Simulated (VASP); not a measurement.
Data:

```
SnO
1.0
    3.79961     0.00000     0.00000
    0.00000     3.79961     0.00000
    0.00000     0.00000     4.75133
Sn O
2 2
Direct
  0.50000   0.00000   0.75772
  0.00000   0.50000   0.24228
  0.50000   0.50000   0.00000
  0.00000   0.00000   0.00000
```

The numbers are results of r2SCAN+rVV10, VASP's PBE PAW potentials (set 64) (plane waves; VASP 6.6.1), not measurements. Run with 520 eV cut-off, 7×7×5 Γ-centred mesh, tetrahedra with Blöchl corrections, potentials Sn_d O.

The cores are frozen, which limits the accuracy of field gradients.

Q: Give the principal components of the electric field gradient (V/Å²) and the asymmetry η at each nucleus.

A: 
```csv
atom,Vxx,Vyy,Vzz,η
Sn1,92.9,92.9,-185.7,0.00
Sn2,92.9,92.9,-185.7,0.00
O3,-1.0,-1.0,2.0,0.00
O4,-1.0,-1.0,2.0,0.00
```

The compound is SnO in the litharge structure. It was relaxed first.
